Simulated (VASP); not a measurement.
All values below come from PBEsol GGA, VASP's PBE PAW potentials (set 64) (plane waves; VASP).

VASP ran on this input.

### KPOINTS
```
Automatic
0
G
  10 10 14
```

**POSCAR**
```
Mn
1
    3.8476466568     0.0000000000     0.0000000000
   -1.9238233284     3.3321598688    -0.0000000000
    0.0000000000     0.0000000000     2.4156446977
Mn
3
Direct
  0.0000000000   0.0000000000   0.0000000000
  0.3333330000   0.6666670000   0.5000000000
  0.6666670000   0.3333330000   0.5000000000
```

INCAR:
```
SYSTEM = Mn
PREC = Accurate
ENCUT = 400
EDIFF = 1E-7
NELM = 100
ALGO = Normal
LREAL = .FALSE.
LASPH = .TRUE.
ISMEAR = -5
GGA = PS
LMAXMIX = 4
LWAVE = .FALSE.
LCHARG = .TRUE.
LORBIT = 11
NEDOS = 601
ISIF = 2
LEFG = .TRUE.
```

POTCAR, in this order: Mn_pv (PBE.64 set). Program: vasp_std.

Output of the run:

### OUTCAR
```
 ion  position               nearest neighbor table
   1  0.000  0.000  0.000-   2 2.53   3 2.53   2 2.53   3 2.53   3 2.53   3 2.53   2 2.53   2 2.53
                             3 2.53   3 2.53   2 2.53   2 2.53
   2  0.333  0.667  0.500-   3 2.22   3 2.22   3 2.22   1 2.53   1 2.53   1 2.53   1 2.53   1 2.53
                             1 2.53
   3  0.667  0.333  0.500-   2 2.22   2 2.22   2 2.22   1 2.53   1 2.53   1 2.53   1 2.53   1 2.53
                             1 2.53
  LATTYP: Found a hexagonal cell.
 ALAT       =     3.8476466568
 C/A-ratio  =     0.6278239436
 Subroutine PRICEL returns:
 Original cell was already a primitive cell.
 Subroutine GETGRP returns: Found 24 space group operations
The static configuration has the point symmetry D_6h.
The dynamic configuration has the point symmetry D_6h.
 Subroutine INISYM returns: Found 24 space group operations
 Subroutine IBZKPT returns following result:
 Found    112 irreducible k-points:

 Following reciprocal coordinates:
            Coordinates               Weight
  0.000000  0.000000  0.000000      1.000000
  0.100000 -0.000000  0.000000      6.000000
  0.200000 -0.000000  0.000000      6.000000
  0.300000 -0.000000  0.000000      6.000000
  0.400000 -0.000000  0.000000      6.000000
  0.500000 -0.000000  0.000000      3.000000
  0.100000  0.100000  0.000000      6.000000
  0.200000  0.100000  0.000000     12.000000
  0.300000  0.100000  0.000000     12.000000
  0.400000  0.100000  0.000000     12.000000
  0.200000  0.200000  0.000000      6.000000
  0.300000  0.200000  0.000000     12.000000
  0.400000  0.200000  0.000000      6.000000
  0.300000  0.300000  0.000000      6.000000
  0.000000  0.000000  0.071429      2.000000
  0.100000 -0.000000  0.071429     12.000000
  0.200000 -0.000000  0.071429     12.000000
  0.300000 -0.000000  0.071429     12.000000
  0.400000 -0.000000  0.071429     12.000000
  0.500000 -0.000000  0.071429      6.000000
  0.100000  0.100000  0.071429     12.000000
  0.200000  0.100000  0.071429     24.000000
  0.300000  0.100000  0.071429     24.000000
  0.400000  0.100000  0.071429     24.000000
  0.200000  0.200000  0.071429     12.000000
  0.300000  0.200000  0.071429     24.000000
  0.400000  0.200000  0.071429     12.000000
  0.300000  0.300000  0.071429     12.000000
  0.000000  0.000000  0.142857      2.000000
  0.100000 -0.000000  0.142857     12.000000
  0.200000 -0.000000  0.142857     12.000000
  0.300000 -0.000000  0.142857     12.000000
  0.400000 -0.000000  0.142857     12.000000
  0.500000 -0.000000  0.142857      6.000000
  0.100000  0.100000  0.142857     12.000000
  0.200000  0.100000  0.142857     24.000000
  0.300000  0.100000  0.142857     24.000000
  0.400000  0.100000  0.142857     24.000000
  0.200000  0.200000  0.142857     12.000000
  0.300000  0.200000  0.142857     24.000000
   k-points           NKPTS =    112   k-points in BZ     NKDIM =    112   number of bands    NBANDS=     23
   number of dos      NEDOS =    601   number of ions     NIONS =      3
   total plane-waves  NPLWV =  12544
   dimension x,y,z NGX =    28 NGY =   28 NGZ =   16
   dimension x,y,z NGXF=    56 NGYF=   56 NGZF=   32
   ions per type =               3
   PREC   = accura    normal or accurate (medium, high low for compatibility)
   ISTART =      0    job   : 0-new  1-cont  2-samecut
   ICHARG =      2    charge: 1-file 2-atom 10-const
   ISPIN  =      1    spin polarized calculation?
   LNONCOLLINEAR =      F non collinear calculations
   LSORBIT =      F    spin-orbit coupling
   INIWAV =      1    electr: 0-lowe 1-rand  2-diag
   ENCUT  =  400.0 eV  29.40 Ry    5.42 a.u.   6.27  6.27  3.94*2*pi/ulx,y,z
...
```

### OSZICAR
```
       N       E                     dE             d eps       ncg     rms          rms(c)
DAV:   1     0.373577142018E+03    0.37358E+03   -0.20054E+04  5672   0.199E+03
DAV:   2    -0.107546224494E+02   -0.38433E+03   -0.37901E+03  5257   0.555E+02
DAV:   3    -0.338070808118E+02   -0.23052E+02   -0.22793E+02  6519   0.144E+02
DAV:   4    -0.342704986849E+02   -0.46342E+00   -0.46268E+00  5395   0.230E+01
DAV:   5    -0.342808344769E+02   -0.10336E-01   -0.10328E-01  6413   0.340E+00    0.253E+01
DAV:   6    -0.296641914111E+02    0.46166E+01   -0.45360E+01  6089   0.721E+01    0.108E+01
DAV:   7    -0.366673045172E+02   -0.70031E+01   -0.80549E+01  7256   0.817E+01    0.363E+01
DAV:   8    -0.289757645794E+02    0.76915E+01   -0.57322E+01  6902   0.378E+01    0.244E+00
DAV:   9    -0.290128408986E+02   -0.37076E-01   -0.63787E-01  5766   0.632E+00    0.138E+00
DAV:  10    -0.289930159637E+02    0.19825E-01   -0.16592E-01  6261   0.343E+00    0.857E-01
DAV:  11    -0.289887327944E+02    0.42832E-02   -0.22050E-02  5684   0.174E+00    0.194E-01
DAV:  12    -0.289887653374E+02   -0.32543E-04   -0.52772E-04  6090   0.231E-01    0.118E-01
DAV:  13    -0.289887653112E+02    0.26256E-07   -0.24818E-05  6616   0.495E-02    0.672E-02
DAV:  14    -0.289887207444E+02    0.44567E-04   -0.86766E-05  5755   0.950E-02    0.146E-02
DAV:  15    -0.289887164147E+02    0.43298E-05   -0.46529E-06  6537   0.201E-02    0.489E-03
DAV:  16    -0.289887157292E+02    0.68541E-06   -0.13380E-07  3255   0.490E-03    0.168E-03
DAV:  17    -0.289887150688E+02    0.66045E-06   -0.99710E-08  2802   0.342E-03    0.428E-04
DAV:  18    -0.289887149673E+02    0.10152E-06   -0.19527E-08  2716   0.123E-03    0.552E-05
DAV:  19    -0.289887149312E+02    0.36088E-07   -0.59012E-09  2590   0.772E-04
   1 F= -.28988715E+02 E0= -.28988715E+02  d E =0.000000E+00
```

### OUTCAR
```
------------------------ aborting loop because EDIFF is reached ----------------------------------------
  FORCE on cell =-STRESS in cart. coord.  units (eV):
  Direction    XX          YY          ZZ          XY          YZ          ZX
  --------------------------------------------------------------------------------------
  Total       -0.0498369     -0.0498369      0.2440769      0.0000000      0.0000000      0.0000000
  in kB       -2.5781481     -2.5781483     12.6265066      0.0000000      0.0000000      0.0000000
  external PRESSURE =       2.4900701 kB  Pullay stress =       0.0000000 kB
  volume of cell :       30.97
      direct lattice vectors                 reciprocal lattice vectors
     3.847646657  0.000000000  0.000000000     0.259899125  0.150052825  0.000000000
    -1.923823328  3.332159869  0.000000000     0.000000000  0.300105649  0.000000000
     0.000000000  0.000000000  2.415644698     0.000000000  0.000000000  0.413968164
 POSITION                                       TOTAL-FORCE (eV/Angst)
 -----------------------------------------------------------------------------------
      0.00000      0.00000      0.00000         0.000000     -0.000000      0.000000
     -0.00000      2.22144      1.20782        -0.000000     -0.000000      0.000000
      1.92383      1.11072      1.20782         0.000000      0.000000      0.000000
 -----------------------------------------------------------------------------------
    total drift:                                0.000000      0.000000      0.000000
  FREE ENERGIE OF THE ION-ELECTRON SYSTEM (eV)
  ---------------------------------------------------
  free  energy   TOTEN  =       -28.9887149312 eV

  energy  without entropy=      -28.9887149312  energy(sigma->0) =      -28.98871493

 total charge

# of ion       s       p       d       tot
------------------------------------------
    1        0.422   6.418   5.182  12.022
    2        0.453   6.439   5.248  12.140
    3        0.453   6.439   5.248  12.140
--------------------------------------------------
tot          1.327  19.297  15.678  36.302

 Electric field gradients after diagonalization (V/A^2)
 (convention: |V_zz| > |V_xx| > |V_yy|)
----------------------------------------------------------------------
 ion       V_xx      V_yy      V_zz     asymmetry (V_yy - V_xx)/ V_zz
----------------------------------------------------------------------
   1      -6.600    -6.595    13.196       0.000
   2     -11.216   -11.205    22.421       0.000
   3     -11.216   -11.205    22.421       0.000
```
(Selected blocks of OUTCAR.)

File OUTCAR:
```
 val. band max:       10.9301255573   @ k =   0.5000  -0.0000   0.0714

 cond. band min:      10.7162810690   @ k =   0.3000   0.3000   0.0000


 Fermi energy:        10.8023772511

 k-point     1 :       0.0000    0.0000    0.0000
  band No.  band energies     occupation
      1     -37.3204      2.00000
      2     -37.3204      2.00000
      3     -36.9475      2.00000
      4     -36.9475      2.00000
      5     -36.8021      2.00000
      6     -36.5868      2.00000
      7     -36.5388      2.00000
      8     -36.4501      2.00000
      9     -36.4501      2.00000
     10       2.4209      2.00000
     11       6.6101      2.00000
     12       8.5322      2.00000
     13       8.5323      2.00000
     14       8.5366      2.00000
     15       8.5366      2.00000
     16       9.0553      2.00000
     17       9.6609      2.00000
     18      10.2644      2.00000
     19      10.2644      2.00000
     20      10.7242      1.98904
     21      10.7242      1.98944
     22      10.8424      0.00000
     23      10.8424      0.00000

 k-point     2 :       0.1000   -0.0000    0.0000
  band No.  band energies     occupation
      1     -37.3439      2.00000
      2     -37.3251      2.00000
      3     -36.9185      2.00000
      4     -36.9124      2.00000
      5     -36.7953      2.00000
      6     -36.5906      2.00000
      7     -36.5420      2.00000
      8     -36.4823      2.00000
      9     -36.4554      2.00000
     10       2.5789      2.00000
     11       6.6527      2.00000
     12       7.9993      2.00000
     13       8.2318      2.00000
     14       8.5853      2.00000
     15       9.0103      2.00000
     16       9.1730      2.00000
     17       9.7149      2.00000
     18      10.1879      2.00000
     19      10.3951      2.00000
     20      10.4609      2.00429
     21      10.5024      2.00587
     22      11.1318      0.00000
     23      11.1629      0.00000

 k-point     3 :       0.2000   -0.0000    0.0000
...
```

For a metal the tetrahedron method with Blöchl corrections gives inexact stress and forces.

The structure was generated: Mn was put into the omega type (P6/mmm), which need not be its known phase. It was relaxed first, which changed the volume by -9 %. The run is not spin-polarised, so no magnetic state was tried.
